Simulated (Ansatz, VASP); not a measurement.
# Sn: VASP beside Ansatz, part 3 of 4

Aim: how closely do two programs agree when they are given the same cell, functional and k mesh? The structure shown is the end of the Ansatz relaxation below.

VASP 6.6.1 and Ansatz 0.2.0.

So far: Set-up; Ansatz: relaxation, r2SCAN; VASP: single point, r2SCAN, pair 1.

## Step 3: VASP: single point, r2SCAN, pair 1 (continued)

Level of this step: r2SCAN; plane waves and PAW (Sn_d) (VASP).

Numbers of over 12 decimals in the logs are rounded to 6 here.

Parts of OUTCAR (step 3):

```text
ion  position               nearest neighbor table
   1  0.500  0.500  0.500-   2 2.88   2 2.88   2 2.88   2 2.88
   2  0.750  0.750  0.750-   1 2.88   1 2.88   1 2.88   1 2.88

  LATTYP: Found a trigonal (rhomboedric) cell.
 ALAT       =     4.7045155813
 COS(alpha) =     0.4996670006

 Subroutine GETGRP returns: Found 12 space group operations
 (whereof  6 operations were pure point group operations)

The static configuration has the point symmetry C_3v.
 The point group associated with its full space group is D_3d.

   k-points           NKPTS =   1728   k-points in BZ     NKDIM =   1728   number of bands    NBANDS=     20

   dimension x,y,z NGX =    36 NGY =   36 NGZ =   36
   dimension x,y,z NGXF=    72 NGYF=   72 NGZF=   72

   ENCUT  =  550.0 eV  40.42 Ry    6.36 a.u.   9.00  9.00  9.00*2*pi/ulx,y,z

   NELECT =      28.0000    total number of electrons

 k-points in reciprocal lattice and weights: Points of the shifted mesh
   0.04166667  0.04166667  0.04166667       0.001
   0.04166667  0.04166667  0.12500000       0.001
   0.04166667  0.04166667  0.20833333       0.001
   0.04166667  0.04166667  0.29166667       0.001
   0.04166667  0.04166667  0.37500000       0.001
   0.04166667  0.04166667  0.45833333       0.001
   0.04166667  0.04166667  0.54166667       0.001
   0.04166667  0.04166667  0.62500000       0.001
   0.04166667  0.04166667  0.70833333       0.001
[...]
0.95833333  0.95833333  0.87500000       0.001
   0.95833333  0.95833333  0.95833333       0.001

 average (electrostatic) potential at core
       1-107.7187       2-107.7187

 E-fermi :   4.7859

 k-point     1 :       0.0417    0.0417    0.0417
  band No.  band energies     occupation
    ...
     10     -17.1256      2.00000
     11      -5.8080      2.00000
     12       3.6254      2.00000
     13       4.7733      1.76525
     14       4.7733      1.76525
     15       4.9941      0.00000
     16       7.0658      0.00000
     17       7.0658      0.00000
     18       7.0822      0.00000
     19      10.2126      0.00000
    ...

 k-point     2 :       0.0417    0.0417    0.1250
  band No.  band energies     occupation
    ...
     10     -17.1131      2.00000
     11      -5.7204      2.00000
     12       2.7990      2.00000
     13       4.4160      2.00000
     14       4.7054      2.00000
     15       5.4069      0.00000
     16       7.1622      0.00000
     17       7.2336      0.00000
     18       7.5977      0.00000
     19      10.6401      0.00000
    ...

 k-point     3 :       0.0417    0.0417    0.2083
  band No.  band energies     occupation
    ...
     10     -17.1026      2.00000
     11      -5.5052      2.00000
     12       1.6279      2.00000
     13       4.0572      2.00000
     14       4.4443      2.00000
     15       5.4547      0.00000
     16       7.5007      0.00000
     17       7.6970      0.00000
     18       8.4321      0.00000
     19      11.3361      0.00000
    ...

  Total       -0.7408813     -0.7408813     -0.7408813     -0.0004152     -0.0004152     -0.0004152
  in kB      -16.1143457    -16.1143457    -16.1143457     -0.0090306     -0.0090306     -0.0090306
  external PRESSURE =     -16.1143457 kB  Pullay stress =       0.0000000 kB

  energy-cutoff  :      550.00
  volume of cell :       73.66
      direct lattice vectors                 reciprocal lattice vectors
    -0.001107662  3.326594777  3.326594777    -0.150228800  0.150278838  0.150278838
     3.326594777 -0.001107662  3.326594777     0.150278838 -0.150228800  0.150278838
     3.326594777  3.326594777 -0.001107662     0.150278838  0.150278838 -0.150228800

 POSITION                                       TOTAL-FORCE (eV/Angst)
 -----------------------------------------------------------------------------------
      3.32558      3.32558      3.32558         0.000023      0.000023      0.000023
      4.98953      4.98953      4.98953        -0.000023     -0.000023     -0.000023
 -----------------------------------------------------------------------------------
    total drift:                                0.000000      0.000000      0.000000

  FREE ENERGIE OF THE ION-ELECTRON SYSTEM (eV)
  ---------------------------------------------------
  free  energy   TOTEN  =       -49.4829496579 eV

  energy  without entropy=      -49.4829324468  energy(sigma->0) =      -49.48294105

 total charge
# of ion       s       p       d       tot
------------------------------------------
    1        1.134   1.203   9.956  12.293
    2        1.134   1.203   9.956  12.293
--------------------------------------------------
tot          2.269   2.406  19.913  24.587

[... 3 further parts left out ...]
```

The run ends at a pressure of -1.61 GPa.

## Step 4: Differences

Known differences besides the potentials themselves: VASP keeps PBE cores, Ansatz makes them for the functional; the cutoff is 500 eV in Ansatz and 550 eV in VASP; Ansatz's pressure holds a Pulay correction, VASP's none. Total energies have different zeros and are not compared.

Compared:

```csv
quantity,Ansatz,VASP,difference
pressure (GPa),-1.53,-1.61,+0.08
```

## Step 5: Ansatz: relaxation, r2SCAN

This run makes the geometry at which the two programs are then compared. The cell compared in this pair holds 75.08 Å³, against 73.66 Å³ for the pair before.

The structure compared here is the end of the Ansatz relaxation.

input.yaml reads:

```yaml
crystal:
  lattice:
    - [-0.0011147172, 3.3477838505, 3.3477838505]
    - [3.3477838505, -0.0011147172, 3.3477838505]
    - [3.3477838505, 3.3477838505, -0.0011147172]
  atoms:
    - { symbol: Sn, position: [0.4999300945, 0.4999300945, 0.4999300945] }
    - { symbol: Sn, position: [0.7500699055, 0.7500699055, 0.7500699055] }
kpoints:
  mp_grid: { grid: [12, 12, 12], shift: [0.5, 0.5, 0.5] }
hamiltonian:
  xc: r2scan
  pseudopotentials: { kind: paw, azcp: { folder: soft_1 } }
scf:
  occupations: { method: gaussian, width: 0.015 }
output:
  forces: true
  stress: true
  eigenvalues: true
relax:
  adjacent_minimum: "off"
  f_tol: 0.001
  max_steps: 60
  cell: { stress_tol: 0.01, fix: [volume] }
```

On the command line:

```
ansatz run input.yaml --threads 4 --pin off --max-ram 10240MiB --backend cpu --events-out ev --progress --plain --runs-dir out
```

Output:

```text
[...]
Crystal: 2 atoms, lattice volume = 75.079 Å³
Basis set: ecut = 500 eV, 1917 PW (Γ), exchange–correlation on 144×144×144 points (64 copies of the dense FFT grid, shifted against one another)
Bands: 18, of which v1, the nominal top of the filled ones, is band 14 counted from 1 (13 counted from 0)
Symmetry: 12 space group operations
[...]
k-points: 182 of 1728
[...]
k-point 181: bands = [... 10 lower, -2.2599, 0.4070, 4.9291, 5.4543, 7.2142, 9.9064, 10.1719, 12.8121]
--- Relaxed structure (3 steps of the walk, 3 accepted, 1 SCFs on fresh bases) ---
[...]
cell:  # Å, volume = 75.0791 Å³
    - [-0.00239959, 3.347142, 3.347142]
    - [3.347142, -0.00239959, 3.347142]
    - [3.347142, 3.347142, -0.00239959]
  atoms:
    - { symbol: Sn, position: [0.499896, 0.499896, 0.499896] }
    - { symbol: Sn, position: [0.750104, 0.750104, 0.750104] }
[key lines of the parts left out:]
SCF converged after 4 iterations
Free energy (F): -12077.380029 eV
Fermi energy:    6.631989 eV
P = ⅓ Tr σ = -2.1624 GPa (-21.624 kbar)
```

(Part 3 of 4 ends here.)

[Lines on the potential files, build, host, timing and source positions are cut from VASP's logs without a mark.]

[Logs are printed without paths, hosts, clocks, repeated set-up lines and the standing remarks that a program may print on its own settings, such as how far it seeks lower states.]

[Hosts, paths, dates, database ids (printed as entryN), source tags and the programs' standing remarks are cut or masked in the printed files.]
